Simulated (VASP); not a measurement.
A VASP calculation is set up with these files.

File KPOINTS:
```
Automatic mesh
0
Gamma
11 11 11
0 0 0
```

### POSCAR
```
Ag
1
    0.0000000000     2.0859188300     2.0859415579
    2.0859160193     0.0000000000     2.0858838294
    2.0859130552     2.0859082869     0.0000000000
Ag
1
Direct
  0.0000000000   0.0000000000   0.0000000000
```

**INCAR**
```
SYSTEM = Ag
PREC = Accurate
ENCUT = 400
EDIFF = 1E-6
NELM = 100
ALGO = Normal
LREAL = .FALSE.
LASPH = .TRUE.
ISMEAR = 1
SIGMA = 0.1
GGA = PE
LMAXMIX = 4
LWAVE = .FALSE.
LCHARG = .FALSE.
ISIF = 2
```

POTCAR, in this order: Ag (PBE.64 set). Program: vasp_std.

Task: One choice in this input is risky. Which, and does it do harm here?

Result: The risk: the lattice vectors carry noise near SYMPREC. Here it does no harm: the run (PBE GGA, plane waves, VASP's PBE PAW potentials (set 64)) converges to the same energy and pressure as with the safe setting.
OSZICAR:
```
       N       E                     dE             d eps       ncg     rms          rms(c)
DAV:   1     0.356005069046E+02    0.35601E+02   -0.48623E+03  1113   0.866E+02
DAV:   2    -0.268138620659E+01   -0.38282E+02   -0.35920E+02  1030   0.178E+02
DAV:   3    -0.295554631671E+01   -0.27416E+00   -0.27412E+00  1178   0.187E+01
DAV:   4    -0.295612663492E+01   -0.58032E-03   -0.58031E-03  1165   0.837E-01
DAV:   5    -0.295613067227E+01   -0.40374E-05   -0.40384E-05  1144   0.645E-02    0.443E+00
DAV:   6    -0.272456009601E+01    0.23157E+00   -0.11486E+00  1022   0.115E+01    0.295E+00
DAV:   7    -0.271854510995E+01    0.60150E-02   -0.68636E-03  1053   0.896E-01    0.170E+00
DAV:   8    -0.271618332662E+01    0.23618E-02   -0.68059E-04  1042   0.268E-01    0.637E-02
DAV:   9    -0.271619193933E+01   -0.86127E-05   -0.67336E-06  1190   0.237E-02    0.141E-02
DAV:  10    -0.271619966435E+01   -0.77250E-05   -0.39601E-06  1093   0.248E-02    0.565E-03
DAV:  11    -0.271619937628E+01    0.28807E-06   -0.51509E-08   529   0.244E-03
   1 F= -.27161994E+01 E0= -.27159590E+01  d E =-.721089E-03
```

The compound is Ag in the fcc structure. The cell was not relaxed at this level.
